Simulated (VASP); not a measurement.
These are PBE GGA, VASP's PBE PAW potentials (set 64) (plane waves; VASP) values and carry that method's errors.

Input for VASP

File POSCAR:
```
KMgF3
1
    3.9900000000     0.0000000000     0.0000000000
    0.0000000000     3.9900000000     0.0000000000
    0.0000000000     0.0000000000     3.9900000000
K Mg F
1 1 3
Direct
  0.0000000000   0.0000000000   0.0000000000
  0.5000000000   0.5000000000   0.5000000000
  0.5000000000   0.0000000000   0.5000000000
  0.0000000000   0.5000000000   0.5000000000
  0.5000000000   0.5000000000   0.0000000000
```

### INCAR
```
SYSTEM = KMgF3
PREC = Accurate
ENCUT = 400
EDIFF = 1E-6
NELM = 100
ALGO = Normal
LREAL = .FALSE.
LASPH = .TRUE.
ISMEAR = -1
SIGMA = 0.05
GGA = PE
LWAVE = .FALSE.
LCHARG = .FALSE.
ISIF = 2
```

**KPOINTS**
```
Automatic mesh
0
Gamma
6 6 6
0 0 0
```

POTCAR, in this order: K_sv Mg F (PBE.64 set). Program: vasp_std.

The run wrote:

File OSZICAR:
```
       N       E                     dE             d eps       ncg     rms          rms(c)
DAV:   1     0.205733244299E+03    0.20573E+03   -0.15451E+04   800   0.128E+03
DAV:   2    -0.177975689310E+02   -0.22353E+03   -0.21807E+03  1052   0.347E+02
DAV:   3    -0.263136752395E+02   -0.85161E+01   -0.84961E+01   956   0.669E+01
DAV:   4    -0.265786374978E+02   -0.26496E+00   -0.26466E+00  1356   0.991E+00
DAV:   5    -0.265804044910E+02   -0.17670E-02   -0.17669E-02   944   0.792E-01    0.860E+00
DAV:   6    -0.245103087515E+02    0.20701E+01   -0.84418E+00   884   0.211E+01    0.383E+00
DAV:   7    -0.244933473040E+02    0.16961E-01   -0.24034E-01  1072   0.324E+00    0.243E+00
DAV:   8    -0.244906778557E+02    0.26694E-02   -0.68342E-02   932   0.279E+00    0.262E-01
DAV:   9    -0.244905918522E+02    0.86003E-04   -0.13158E-02  1044   0.818E-01    0.123E-01
DAV:  10    -0.244908797977E+02   -0.28795E-03   -0.10301E-03  1032   0.249E-01    0.616E-02
DAV:  11    -0.244909182132E+02   -0.38415E-04   -0.18959E-04   936   0.107E-01    0.244E-02
DAV:  12    -0.244909032225E+02    0.14991E-04   -0.74034E-05   932   0.599E-02    0.150E-03
DAV:  13    -0.244909034207E+02   -0.19817E-06   -0.12882E-06   656   0.886E-03
   1 F= -.24490903E+02 E0= -.24490903E+02  d E =-.178694E-10
```

File OUTCAR:
```
------------------------ aborting loop because EDIFF is reached ----------------------------------------
  FORCE on cell =-STRESS in cart. coord.  units (eV):
  Direction    XX          YY          ZZ          XY          YZ          ZX
  --------------------------------------------------------------------------------------
  Total       -2.0279385     -2.0279385     -2.0279385      0.0000000      0.0000000     -0.0000000
  in kB      -51.1501223    -51.1501223    -51.1501223      0.0000000      0.0000000     -0.0000000
  external PRESSURE =     -51.1501223 kB  Pullay stress =       0.0000000 kB
  volume of cell :       63.52
      direct lattice vectors                 reciprocal lattice vectors
     3.990000000  0.000000000  0.000000000     0.250626566  0.000000000  0.000000000
     0.000000000  3.990000000  0.000000000     0.000000000  0.250626566  0.000000000
     0.000000000  0.000000000  3.990000000     0.000000000  0.000000000  0.250626566
 POSITION                                       TOTAL-FORCE (eV/Angst)
 -----------------------------------------------------------------------------------
      0.00000      0.00000      0.00000         0.000000      0.000000      0.000000
      1.99500      1.99500      1.99500         0.000000      0.000000      0.000000
      1.99500      0.00000      1.99500         0.000000      0.000000      0.000000
      0.00000      1.99500      1.99500         0.000000      0.000000      0.000000
      1.99500      1.99500      0.00000         0.000000      0.000000      0.000000
 -----------------------------------------------------------------------------------
    total drift:                                0.000000      0.000000      0.000000
  FREE ENERGIE OF THE ION-ELECTRON SYSTEM (eV)
  ---------------------------------------------------
  free  energy   TOTEN  =       -24.4909034207 eV

  energy  without entropy=      -24.4909034207  energy(sigma->0) =      -24.49090342
```
(Selected blocks of OUTCAR.)

**OUTCAR**
```
 val. band max:       -1.6392251557   @ k =   0.5000   0.5000   0.5000

 cond. band min:       5.6660801902   @ k =   0.0000   0.0000   0.0000


 Fermi energy:        -0.4769143299

 k-point     1 :       0.0000    0.0000    0.0000
  band No.  band energies     occupation
      1     -27.2798      2.00000
      2     -21.7413      2.00000
      3     -21.0996      2.00000
      4     -21.0996      2.00000
      5     -10.7708      2.00000
      6     -10.7708      2.00000
      7     -10.7708      2.00000
      8      -4.0581      2.00000
      9      -4.0581      2.00000
     10      -4.0581      2.00000
     11      -2.2739      2.00000
     12      -2.2739      2.00000
     13      -2.2739      2.00000
     14      -1.9673      2.00000
     15      -1.9673      2.00000
     16      -1.9673      2.00000
     17       5.6661      0.00000
     18       8.4586      0.00000
     19       8.4586      0.00000
     20      10.6172      0.00000

 k-point     2 :       0.1667    0.0000    0.0000
  band No.  band energies     occupation
      1     -27.2729      2.00000
      2     -21.7156      2.00000
      3     -21.1287      2.00000
      4     -21.0876      2.00000
      5     -10.7674      2.00000
      6     -10.7573      2.00000
      7     -10.7573      2.00000
      8      -4.0288      2.00000
      9      -4.0215      2.00000
     10      -4.0215      2.00000
     11      -2.3240      2.00000
     12      -2.3236      2.00000
     13      -2.3236      2.00000
     14      -2.2287      2.00000
     15      -2.0240      2.00000
     16      -2.0240      2.00000
     17       6.1480      0.00000
     18       8.7041      0.00000
     19       8.7461      0.00000
     20      10.7569      0.00000

 k-point     3 :       0.3333    0.0000    0.0000
  band No.  band energies     occupation
      1     -27.2590      2.00000
      2     -21.6421      2.00000
      3     -21.2190      2.00000
      4     -21.0828      2.00000
      5     -10.7608      2.00000
...
```

At this cut-off the stress carries a Pulay error, which pulls relaxed volumes low.

The structure is a typed KMgF3 crystal (Pm-3m). The cell was not relaxed at this level. The run is one of a series of settings (KPOINTS 6×6×6 Γ-centred mesh against the base run), some of them coarse on purpose.
